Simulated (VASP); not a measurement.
Computed with PBE GGA, VASP's PBE PAW potentials (set 64) (plane waves; VASP).

VASP input:

**KPOINTS**
```
Automatic
0
G
10 10 10
0 0 0
```

### INCAR
```
SYSTEM = AuZn
PREC = Accurate
ENCUT = 480
EDIFF = 1E-7
NELM = 100
ALGO = Normal
LREAL = .FALSE.
LASPH = .TRUE.
ISMEAR = 1
SIGMA = 0.1
GGA = PE
LMAXMIX = 6
LWAVE = .FALSE.
LCHARG = .FALSE.
ISIF = 3
IBRION = 2
NSW = 40
EDIFFG = -0.01
PSTRESS = 200
```

File POSCAR:
```
AuZn
1.0
  3.1830936767   0.0000000000   0.0000000000
  0.0000000000   3.1830936767   0.0000000000
  0.0000000000   0.0000000000   3.1830936767
Zn Au
1 1
Cartesian
  1.5915468383   1.5915468383   1.5915468383
  0.0000000000   0.0000000000   0.0000000000
```

POTCAR, in this order: Zn Au (PBE.64 set). Program: vasp_std.

Energy and stress use the plane-wave basis of the starting cell. Unless said otherwise, spin-orbit coupling is left out, though it shifts the bands of the heavy elements here.

Task: What does the run give for the energy per atom (σ→0), volume per atom, band gap (on the k-mesh)?

Result: 
```json
{
  "energy per atom (σ→0)": "-2.274 eV/atom",
  "band gap (on the k-mesh)": "none (metal, semimetal or under 0.01 eV)",
  "volume_per_atom": "14.32 Å³/atom"
}
```

### OSZICAR
```
...
       N       E                     dE             d eps       ncg     rms          rms(c)
DAV:   1    -0.454796664226E+01    0.49677E-02   -0.10861E-02  1750   0.206E+00    0.179E-01
DAV:   2    -0.454729073972E+01    0.67590E-03   -0.21045E-03  1988   0.118E+00    0.668E-02
DAV:   3    -0.454724543017E+01    0.45310E-04   -0.10960E-04  1701   0.120E-01    0.426E-02
DAV:   4    -0.454723576362E+01    0.96666E-05   -0.60499E-06  2434   0.899E-02    0.203E-02
DAV:   5    -0.454723306721E+01    0.26964E-05   -0.31320E-06  2310   0.311E-02    0.171E-03
DAV:   6    -0.454723299124E+01    0.75970E-07   -0.37958E-07  1546   0.818E-03
   7 F= -.97174225E+00 E0= -.97167646E+00  d E =-.146383E-04
```

The compound is AuZn in the CsCl type structure. This run relaxes it under an external pressure of 20 GPa. Symmetry was kept, so distortions that lower it aren't found. The electron count is odd and the run is not spin-polarised, which forces a metal.
